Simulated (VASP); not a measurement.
Output of a VASP run:

OSZICAR:
```
       N       E                     dE             d eps       ncg     rms          rms(c)
DAV:   1     0.120831357034E+04    0.12083E+04   -0.48076E+04  3944   0.200E+03
DAV:   2     0.358576736163E+02   -0.11725E+04   -0.11339E+04  3828   0.602E+02
DAV:   3    -0.150866490244E+03   -0.18672E+03   -0.18318E+03  5070   0.216E+02
DAV:   4    -0.159326959345E+03   -0.84605E+01   -0.80750E+01  4496   0.455E+01
DAV:   5    -0.159571621956E+03   -0.24466E+00   -0.24416E+00  5142   0.778E+00    0.458E+01
DAV:   6    -0.124314238355E+03    0.35257E+02   -0.17703E+02  4894   0.914E+01    0.289E+01
DAV:   7    -0.119434671669E+03    0.48796E+01   -0.19639E+01  5002   0.333E+01    0.163E+01
DAV:   8    -0.120382504394E+03   -0.94783E+00   -0.13731E+00  4608   0.760E+00    0.967E+00
DAV:   9    -0.120402445969E+03   -0.19942E-01   -0.47142E-01  4734   0.399E+00    0.206E+00
DAV:  10    -0.120414472832E+03   -0.12027E-01   -0.10188E-01  4948   0.200E+00    0.140E+00
DAV:  11    -0.120413436358E+03    0.10365E-02   -0.16031E-02  4698   0.739E-01    0.748E-01
DAV:  12    -0.120409788978E+03    0.36474E-02   -0.94060E-03  4560   0.833E-01    0.474E-01
DAV:  13    -0.120414712338E+03   -0.49234E-02   -0.20619E-03  4544   0.355E-01    0.198E-01
DAV:  14    -0.120414577753E+03    0.13459E-03   -0.29169E-04  5420   0.103E-01    0.948E-02
DAV:  15    -0.120414468922E+03    0.10883E-03   -0.42807E-05  4612   0.484E-02    0.413E-02
DAV:  16    -0.120414542366E+03   -0.73444E-04   -0.31011E-05  4602   0.443E-02    0.185E-02
DAV:  17    -0.120414528016E+03    0.14350E-04   -0.85051E-06  4192   0.234E-02    0.835E-03
DAV:  18    -0.120414536974E+03   -0.89583E-05   -0.34692E-06  4030   0.136E-02    0.223E-03
DAV:  19    -0.120414535501E+03    0.14738E-05   -0.48732E-07  2464   0.451E-03    0.159E-03
DAV:  20    -0.120414535822E+03   -0.32144E-06   -0.11491E-07  2280   0.231E-03
   1 F= -.12041454E+03 E0= -.12041454E+03  d E =-.120415E+03  mag=    -0.0000
```

OUTCAR:
```
------------------------ aborting loop because EDIFF is reached ----------------------------------------
  FORCE on cell =-STRESS in cart. coord.  units (eV):
  Direction    XX          YY          ZZ          XY          YZ          ZX
  --------------------------------------------------------------------------------------
  Total       -0.0862264      0.0338791      0.0218800      0.0000000      0.0000000     -0.0379626
  in kB       -1.4291879      0.5615397      0.3626568      0.0000000      0.0000000     -0.6292232
  external PRESSURE =      -0.1683305 kB  Pullay stress =       0.0000000 kB
  volume of cell :       96.66
      direct lattice vectors                 reciprocal lattice vectors
     4.775176813 -2.474703625  0.010880949     0.104911371 -0.202044396 -0.089178588
     4.775176813  2.474703625  0.010880949     0.104911371  0.202044396 -0.089178588
     3.483365557  0.000000000  4.097896894    -0.000557132  0.000000000  0.244501197
 POSITION                                       TOTAL-FORCE (eV/Angst)
 -----------------------------------------------------------------------------------
     11.03945      0.00000      3.48932        -0.014858     -0.000000     -0.004696
      4.52259      0.00000      1.42949        -0.014858     -0.000000     -0.004696
      1.99427      0.00000      0.63034         0.014858     -0.000000      0.004696
      8.51113      0.00000      2.69017         0.014858     -0.000000      0.004696
      5.00011     -0.95237      3.07886        -0.000000     -0.018626     -0.000000
      5.39745      1.71354      1.82179        -0.004861      0.009313      0.015380
      8.03361      0.95237      1.04080        -0.000000      0.018626     -0.000000
      7.13913      0.76117      3.87073        -0.004861     -0.009313      0.015380
      7.63627     -1.71354      2.29787         0.004861     -0.009313     -0.015380
      5.89459     -0.76117      0.24893         0.004861      0.009313     -0.015380
 -----------------------------------------------------------------------------------
    total drift:                               -0.000000      0.000000      0.000000
  FREE ENERGIE OF THE ION-ELECTRON SYSTEM (eV)
  ---------------------------------------------------
  free  energy   TOTEN  =      -120.4145358220 eV

  energy  without entropy=     -120.4145358220  energy(sigma->0) =     -120.41453582

 total charge

# of ion       s       p       d       tot
------------------------------------------
    1        0.408   6.344   4.034  10.786
    2        0.408   6.344   4.034  10.786
    3        0.408   6.344   4.034  10.786
    4        0.408   6.344   4.034  10.786
    5        1.562   3.539   0.000   5.100
    6        1.562   3.539   0.000   5.100
    7        1.562   3.539   0.000   5.100
    8        1.562   3.539   0.000   5.100
    9        1.562   3.539   0.000   5.100
   10        1.562   3.539   0.000   5.100
--------------------------------------------------
tot         11.000  46.606  16.136  73.743

 magnetization (x)

# of ion       s       p       d       tot
------------------------------------------
    1       -0.014  -0.028  -2.712  -2.754
    2       -0.014  -0.028  -2.712  -2.754
    3        0.014   0.028   2.712   2.754
    4        0.014   0.028   2.712   2.754
    5        0.000   0.000   0.000   0.000
    6        0.000   0.000   0.000   0.000
    7        0.000   0.000   0.000   0.000
    8        0.000   0.000   0.000   0.000
    9        0.000   0.000   0.000   0.000
   10        0.000   0.000   0.000   0.000
--------------------------------------------------
tot          0.000   0.000   0.000   0.000

 reached required accuracy - stopping structural energy minimisation
```
(Selected blocks of OUTCAR.)

**POSCAR**
```
Cr2O3
1
    4.7751768131    -2.4747036253     0.0108809489
    4.7751768131     2.4747036253     0.0108809489
    3.4833655574    -0.0000000000     4.0978968939
Cr O
4 6
Direct
  0.8469914222   0.8469914222   0.8469914222
  0.3469914222   0.3469914222   0.3469914222
  0.1530085778   0.1530085778   0.1530085778
  0.6530085778   0.6530085778   0.6530085778
  0.4424215744   0.0575784256   0.7500000000
  0.0575784256   0.7500000000   0.4424215744
  0.5575784256   0.9424215744   0.2500000000
  0.2500000000   0.5575784256   0.9424215744
  0.9424215744   0.2500000000   0.5575784256
  0.7500000000   0.4424215744   0.0575784256
```

**Question.** Reconstruct the remaining input files.

**Answer.** One answer among several that fit: the input of the run itself, r2SCAN meta-GGA, plane waves, VASP's PBE PAW potentials (set 64).

KPOINTS:
```
Automatic mesh
0
Gamma
5 5 5
0 0 0
```

### INCAR
```
SYSTEM = Cr2O3
PREC = Accurate
ENCUT = 520
EDIFF = 1E-6
NELM = 100
ALGO = Normal
LREAL = .FALSE.
LASPH = .TRUE.
ISMEAR = 0
SIGMA = 0.05
METAGGA = R2SCAN
LMIXTAU = .TRUE.
LMAXMIX = 4
ISPIN = 2
MAGMOM = -2.8 -2.8 2.8 2.8 0.0 0.0 0.0 0.0 0.0 0.0
LORBIT = 10
LWAVE = .FALSE.
LCHARG = .FALSE.
IBRION = 2
ISIF = 3
NSW = 60
EDIFFG = -0.02
```

POTCAR, in this order: Cr_pv O (PBE.64 set). Program: vasp_std.

The compound is Cr2O3 in the corundum structure. It was relaxed first. The start is the result of an earlier pass.
